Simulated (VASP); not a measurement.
Given:

```yaml
crystal:
  lattice:
    - [1.53043, -2.65078, 0.00000]
    - [1.53043, 2.65078, 0.00000]
    - [0.00000, 0.00000, 3.44383]
  atoms:
    - { symbol: Mg, position: [0.00000, 0.00000, 0.00000] }
    - { symbol: B, position: [0.33333, 0.66667, 0.50000] }
    - { symbol: B, position: [0.66667, 0.33333, 0.50000] }
```

All values below come from PBE GGA with D4 dispersion, VASP's PBE PAW potentials (set 64) (plane waves; VASP 6.6.1). Numerical set-up: 520 eV cut-off, Gaussian smearing of 0.050 eV, potentials Mg B.

Problem. Predict the band gap (along the path) with the smallest direct gap where there is one.

Solution. 
```json
{
 "band gap (along the path)": "none (metal, semimetal or under 0.01 eV)"
}
```

The absolute energy has meaning only against runs of the same code, potentials and settings.

The compound is MgB2 in the AlB2 type structure. It was relaxed first.
